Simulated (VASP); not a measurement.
Computed with PBE GGA, VASP's PBE PAW potentials (set 64) (plane waves; VASP).

A VASP calculation is set up with these files.

INCAR:
```
SYSTEM  =  V
PREC  =  Accurate; ENCUT  =  520; LREAL  =  .FALSE.
LASPH  =  .TRUE.
EDIFF  =  1E-7; NELM  =  100; ALGO  =  Normal
LMAXMIX  =  4
ISMEAR  =  -5
GGA  =  PE
ISIF  =  2
LWAVE  =  .FALSE.; LCHARG  =  .TRUE.; LORBIT  =  11
NEDOS  =  601
```

File POSCAR:
```
V
1
   -1.4982860472     1.4982860472     1.4982860472
    1.4982860472    -1.4982860472     1.4982860472
    1.4982860472     1.4982860472    -1.4982860472
V
1
Direct
  0.0000000000   0.0000000000   0.0000000000
```

File KPOINTS:
```
Automatic mesh
0
gamma
 19 19 19
0 0 0
```

POTCAR, in this order: V_sv (PBE.64 set). Program: vasp_std.

What VASP printed:

### OSZICAR
```
       N       E                     dE             d eps       ncg     rms          rms(c)
DAV:   1     0.865436796446E+02    0.86544E+02   -0.73753E+03  4402   0.142E+03
DAV:   2    -0.892612698306E+01   -0.95470E+02   -0.93771E+02  4524   0.371E+02
DAV:   3    -0.103730418538E+02   -0.14469E+01   -0.14264E+01  4636   0.540E+01
DAV:   4    -0.103848029439E+02   -0.11761E-01   -0.10679E-01  4478   0.457E+00
DAV:   5    -0.103849188143E+02   -0.11587E-03   -0.11585E-03  4590   0.489E-01    0.184E+01
DAV:   6    -0.901732000311E+01    0.13676E+01   -0.55941E+00  4420   0.355E+01    0.169E+00
DAV:   7    -0.899977159054E+01    0.17548E-01   -0.20186E-02  4430   0.224E+00    0.963E-01
DAV:   8    -0.899168383974E+01    0.80878E-02   -0.63591E-03  4432   0.136E+00    0.518E-02
DAV:   9    -0.899172029295E+01   -0.36453E-04   -0.59473E-05  4448   0.131E-01    0.301E-02
DAV:  10    -0.899172449973E+01   -0.42068E-05   -0.67213E-06  4438   0.325E-02    0.239E-03
DAV:  11    -0.899172469450E+01   -0.19476E-06   -0.31505E-07  4404   0.867E-03    0.876E-04
DAV:  12    -0.899172499315E+01   -0.29865E-06   -0.24172E-08  2212   0.273E-03    0.320E-04
DAV:  13    -0.899172499757E+01   -0.44226E-08   -0.21977E-09  2200   0.716E-04
   1 F= -.89917250E+01 E0= -.89917250E+01  d E =0.000000E+00
```

OUTCAR:
```
------------------------ aborting loop because EDIFF is reached ----------------------------------------
  FORCE on cell =-STRESS in cart. coord.  units (eV):
  Direction    XX          YY          ZZ          XY          YZ          ZX
  --------------------------------------------------------------------------------------
  Total        0.0187787      0.0187787      0.0187787     -0.0000000      0.0000000      0.0000000
  in kB        2.2363101      2.2363101      2.2363101     -0.0000000      0.0000000      0.0000000
  external PRESSURE =       2.2363101 kB  Pullay stress =       0.0000000 kB
  volume of cell :       13.45
      direct lattice vectors                 reciprocal lattice vectors
    -1.498286047  1.498286047  1.498286047     0.000000000  0.333714647  0.333714647
     1.498286047 -1.498286047  1.498286047     0.333714647  0.000000000  0.333714647
     1.498286047  1.498286047 -1.498286047     0.333714647  0.333714647  0.000000000
 POSITION                                       TOTAL-FORCE (eV/Angst)
 -----------------------------------------------------------------------------------
      0.00000      0.00000      0.00000         0.000000      0.000000      0.000000
 -----------------------------------------------------------------------------------
    total drift:                                0.000000     -0.000000      0.000000
  FREE ENERGIE OF THE ION-ELECTRON SYSTEM (eV)
  ---------------------------------------------------
  free  energy   TOTEN  =        -8.9917249976 eV

  energy  without entropy=       -8.9917249976  energy(sigma->0) =       -8.99172500

 total charge

# of ion       s       p       d       tot
------------------------------------------
    1        2.342   6.222   3.089  11.653
```
(Selected blocks of OUTCAR.)

**OUTCAR**
```
 val. band max:        9.7319816314   @ k =   0.3158   0.1053  -0.0000

 cond. band min:       9.7202255077   @ k =  -0.3684   0.4737   0.1579


 Fermi energy:         9.7129103695

 k-point     1 :       0.0000    0.0000    0.0000
  band No.  band energies     occupation
      1     -54.0005      2.00000
      2     -27.2992      2.00000
      3     -27.2992      2.00000
      4     -27.2992      2.00000
      5       3.1325      2.00000
      6      10.1314      0.00000
      7      10.1314      0.00000
      8      10.1314      0.00000
      9      12.1435      0.00000
     10      12.1435      0.00000

 k-point     2 :       0.0526    0.0000    0.0000
  band No.  band energies     occupation
      1     -53.9952      2.00000
      2     -27.3248      2.00000
      3     -27.3070      2.00000
      4     -27.2994      2.00000
      5       3.2450      2.00000
      6      10.0833      0.00000
      7      10.1217      0.00000
      8      10.2113      0.00000
      9      12.0871      0.00000
     10      12.1465      0.00000

 k-point     3 :       0.1053    0.0000    0.0000
  band No.  band energies     occupation
      1     -53.9799      2.00000
      2     -27.3982      2.00000
      3     -27.3295      2.00000
      4     -27.2999      2.00000
      5       3.5740      2.00000
      6       9.9467     -0.01589
      7      10.0786      0.00000
      8      10.4469      0.00000
      9      11.9528      0.00000
     10      12.1572      0.00000

 k-point     4 :       0.1579    0.0000    0.0000
  band No.  band energies     occupation
      1     -53.9561      2.00000
      2     -27.5108      2.00000
      3     -27.3641      2.00000
      4     -27.3007      2.00000
      5       4.0930      2.00000
      6       9.7423      0.63093
      7       9.9727     -0.01480
      8      10.8244      0.00000
      9      11.8264      0.00000
     10      12.1793      0.00000

 k-point     5 :       0.2105    0.0000    0.0000
...
```

For a metal the tetrahedron method with Blöchl corrections gives inexact stress and forces.

The compound is V in the bcc structure. It was relaxed first. The run is not spin-polarised, so no magnetic state was tried.
